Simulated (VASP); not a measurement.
Write the native input for VASP 6.6.1 that does the following.

```
Task                   : single point
Functional             : LDA
Potentials or basis    : VASP PAW LDA potentials, release 64 (B, As)
Cutoff                 : 520 eV
k mesh                 : 10 × 10 × 10
Occupations            : gaussian, width 0.02 eV
Spin                   : no spin polarisation
Dipole correction      : no
Further INCAR settings : ALGO = Fast; EDIFF = 1e-06; NBANDS = 11
```

The structure of BAs lies in POSCAR:

```
BAs
1.0
    0.0000000000      2.3659693696      2.3659693696
    2.3659693696      0.0000000000      2.3659693696
    2.3659693696      2.3659693696      0.0000000000
B As
1 1
Direct
    0.0000000000      0.0000000000      0.0000000000
    0.2500000000      0.2500000000      0.2500000000
```

The cell was built by a generator and needn't be a form met in nature.

One way to write it, as run:

INCAR

```
SYSTEM = BAs
PREC     = Accurate       ! precision mode
ENCUT    = 520            ! plane-wave cutoff, eV
EDIFF    = 1E-6           ! SCF threshold, eV
ISMEAR   = 0              ! smearing method
SIGMA    = 0.02           ! smearing width, eV
LREAL    = .False.        ! projectors in reciprocal space
LASPH    = .True.         ! aspherical terms in the spheres
NELM     = 100            ! most SCF steps
ALGO     = Fast           ! electronic algorithm
ISIF     = 2              ! what is computed and relaxed
LWAVE    = .False.        ! write WAVECAR
LCHARG   = .True.         ! write CHGCAR
LELF     = .True.         ! ELF
LVHAR    = .True.       
NBANDS   = 11             ! bands
```

KPOINTS

```
Automatic mesh
0
Gamma
  10 10 10
  0 0 0
```

Potentials or basis: VASP PAW LDA potentials, release 64 (B, As).

Launch:

```bash
$ cat potpaw_LDA.64/B/POTCAR potpaw_LDA.64/As/POTCAR > POTCAR
$ mpirun -np 1 vasp_std > vasp.out
```

It gave:

| Item | Value |
| --- | --- |
| Pressure | 1.0 GPa |
| Band gap on the k mesh | 1.10 eV, indirect (least direct gap 3.29 eV) |

Wall time 32 s on 1 thread of Intel(R) Xeon(R) Platinum 8375C CPU @ 2.90GHz (Ice Lake), with other jobs on the host, peak memory 0.14 GiB.
